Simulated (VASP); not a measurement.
```yaml
crystal:
  lattice:
    - [2.93729, 0.00000, 0.00000]
    - [0.00000, 2.79370, 0.00000]
    - [0.00000, 0.00000, 2.82965]
  atoms:
    - { symbol: Al, position: [0.50000, 0.50000, 0.50000] }
    - { symbol: Co, position: [0.03266, 0.00000, 0.00000] }
```

Method: PBE GGA with spin-orbit coupling, VASP's PBE PAW potentials (set 64) (plane waves; VASP 6.6.1). Settings: 400 eV cut-off, 11×12×12 Γ-centred mesh, first-order Methfessel-Paxton smearing of 0.10 eV, potentials Al Co.

Task: Which forces act on the atoms, in eV/Å?

Result: 
```tsv
atom	Fx	Fy	Fz
Al1	0.702	0.000	0.000
Co2	-0.702	0.000	0.000
```

Task: Give the stress tensor in GPa (positive for a compressed cell).

Result: 
```
-3.55   0.00   0.00
 0.00   3.98   0.00
 0.00   0.00   1.05
```
The pressure is its mean diagonal, 0.49 GPa.

The compound is CoAl in the CsCl type structure. The cell was not relaxed at this level, atoms are displaced from their ideal sites. The run is one of a series of settings (GGA_COMPAT = .FALSE., LSORBIT = .TRUE., MAGMOM = 0 0 0 0 0 0, program vasp_ncl against the base run), some of them coarse on purpose.
